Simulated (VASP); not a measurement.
Output of a VASP run:

**OSZICAR**
```
...
DAV:   9    -0.271837603301E+01    0.39635E-04   -0.25479E-04  6848   0.256E-01    0.281E-02
DAV:  10    -0.271837882131E+01   -0.27883E-05   -0.19461E-05  5392   0.461E-02    0.336E-03
DAV:  11    -0.271837869969E+01    0.12162E-06   -0.39956E-07  5592   0.106E-02    0.232E-03
DAV:  12    -0.271837848798E+01    0.21171E-06   -0.34156E-08  3216   0.442E-03    0.656E-04
DAV:  13    -0.271837850497E+01   -0.16993E-07   -0.78306E-09  2920   0.117E-03
   1 F= -.27183785E+01 E0= -.27183666E+01  d E =-.271838E+01
       N       E                     dE             d eps       ncg     rms          rms(c)
DAV:   1    -0.274313175005E+01   -0.24753E-01   -0.45385E-01  5656   0.653E+00    0.924E-01
DAV:   2    -0.272907501721E+01    0.14057E-01   -0.13538E-02  5288   0.234E+00    0.553E-01
DAV:   3    -0.272163528996E+01    0.74397E-02   -0.94485E-03  6792   0.186E+00    0.656E-02
DAV:   4    -0.272171217371E+01   -0.76884E-04   -0.10179E-03  5208   0.376E-01    0.371E-02
DAV:   5    -0.272170836328E+01    0.38104E-05   -0.79909E-06  5776   0.695E-02    0.448E-03
DAV:   6    -0.272170768924E+01    0.67404E-06   -0.78769E-07  5928   0.158E-02    0.128E-03
DAV:   7    -0.272170769104E+01   -0.18049E-08   -0.16885E-07  3264   0.542E-03
   2 F= -.27217077E+01 E0= -.27217064E+01  d E =-.332919E-02
       N       E                     dE             d eps       ncg     rms          rms(c)
DAV:   1    -0.275724930311E+01   -0.35542E-01   -0.72679E-01  5672   0.826E+00    0.117E+00
DAV:   2    -0.273436650416E+01    0.22883E-01   -0.22071E-02  5256   0.293E+00    0.700E-01
DAV:   3    -0.272228528112E+01    0.12081E-01   -0.15853E-02  6744   0.234E+00    0.841E-02
DAV:   4    -0.272240864816E+01   -0.12337E-03   -0.16481E-03  5168   0.479E-01    0.499E-02
DAV:   5    -0.272240227023E+01    0.63779E-05   -0.16300E-05  5656   0.833E-02    0.683E-03
DAV:   6    -0.272240084430E+01    0.14259E-05   -0.16049E-06  6392   0.237E-02    0.141E-03
DAV:   7    -0.272240086295E+01   -0.18654E-07   -0.21002E-07  3896   0.573E-03
   3 F= -.27224009E+01 E0= -.27222747E+01  d E =-.402236E-02
       N       E                     dE             d eps       ncg     rms          rms(c)
DAV:   1    -0.272596228963E+01   -0.35614E-02   -0.69296E-02  5656   0.255E+00    0.360E-01
DAV:   2    -0.272379033877E+01    0.21720E-02   -0.20174E-03  5280   0.903E-01    0.215E-01
DAV:   3    -0.272266844606E+01    0.11219E-02   -0.14537E-03  6816   0.718E-01    0.256E-02
DAV:   4    -0.272267895458E+01   -0.10509E-04   -0.15569E-04  5160   0.148E-01    0.132E-02
DAV:   5    -0.272267920825E+01   -0.25366E-06   -0.91451E-07  5808   0.355E-02    0.108E-03
DAV:   6    -0.272267916895E+01    0.39297E-07   -0.10719E-07  2968   0.471E-03
   4 F= -.27226792E+01 E0= -.27226606E+01  d E =-.430066E-02
       N       E                     dE             d eps       ncg     rms          rms(c)
DAV:   1    -0.272309835739E+01   -0.41915E-03   -0.84684E-03  5664   0.892E-01    0.126E-01
DAV:   2    -0.272282831862E+01    0.27004E-03   -0.24793E-04  5248   0.319E-01    0.755E-02
DAV:   3    -0.272269283157E+01    0.13549E-03   -0.17868E-04  6768   0.254E-01    0.903E-03
DAV:   4    -0.272269397308E+01   -0.11415E-05   -0.19326E-05  5168   0.522E-02    0.471E-03
DAV:   5    -0.272269413953E+01   -0.16645E-06   -0.10615E-07  4072   0.122E-02    0.369E-04
DAV:   6    -0.272269413119E+01    0.83323E-08   -0.18304E-08  2576   0.172E-03
   5 F= -.27226941E+01 E0= -.27227131E+01  d E =-.431563E-02
```

OUTCAR:
```
------------------------ aborting loop because EDIFF is reached ----------------------------------------
  FORCE on cell =-STRESS in cart. coord.  units (eV):
  Direction    XX          YY          ZZ          XY          YZ          ZX
  --------------------------------------------------------------------------------------
  Total        1.1773832      1.1773837      1.1890151      0.0000000      0.0000000     -0.0000000
  in kB       71.3314755     71.3315036     72.0361894      0.0000000      0.0000000     -0.0000000
  external PRESSURE =      71.5663895 kB  Pullay stress =       0.0000000 kB
  volume of cell :       26.45
      direct lattice vectors                 reciprocal lattice vectors
     1.286511881 -2.228304382  0.000000000     0.388647790 -0.224385862  0.000000000
     1.286511881  2.228304382 -0.000000000     0.388647790  0.224385862  0.000000000
    -0.000000000  0.000000000  4.612420691     0.000000000  0.000000000  0.216805896
 POSITION                                       TOTAL-FORCE (eV/Angst)
 -----------------------------------------------------------------------------------
      1.28651      0.74277      1.15311        -0.000000      0.000000     -0.000000
      1.28651     -0.74277      3.45932         0.000000     -0.000000      0.000000
 -----------------------------------------------------------------------------------
    total drift:                               -0.000012      0.000057      0.000004
  FREE ENERGIE OF THE ION-ELECTRON SYSTEM (eV)
  ---------------------------------------------------
  free  energy   TOTEN  =        -2.7226941312 eV

  energy  without entropy=       -2.7227510506  energy(sigma->0) =       -2.72271310

 reached required accuracy - stopping structural energy minimisation
```
(Selected blocks of OUTCAR.)

File POSCAR:
```
Zn
1
    1.2957750639    -2.2443486556     0.0000000000
    1.2957750639     2.2443486556     0.0000000000
    0.0000000000     0.0000000000     4.5467103141
Zn
2
Direct
  0.3333330000   0.6666670000   0.2500000000
  0.6666670000   0.3333330000   0.7500000000
```

Question: Reconstruct the remaining input files.

Answer: This is not unique; one that fits is the input of the run itself, AM05 GGA, plane waves, VASP's PBE PAW potentials (set 64).

File KPOINTS:
```
Regular mesh
0
G
16 16 8
0 0 0
```

### INCAR
```
SYSTEM = Zn
PREC = Accurate
ENCUT = 520
EDIFF = 1E-7
NELM = 100
ALGO = Normal
LREAL = .FALSE.
LASPH = .TRUE.
ISMEAR = 1
SIGMA = 0.1
GGA = AM
LMAXMIX = 4
LWAVE = .FALSE.
LCHARG = .FALSE.
ISIF = 4
IBRION = 2
NSW = 30
EDIFFG = -0.01
```

POTCAR, in this order: Zn (PBE.64 set). Program: vasp_std.

The compound is Zn in the hcp structure. This cell is one point of a volume scan, at 0.94 of the reference volume. Symmetry was kept, so distortions that lower it aren't found.
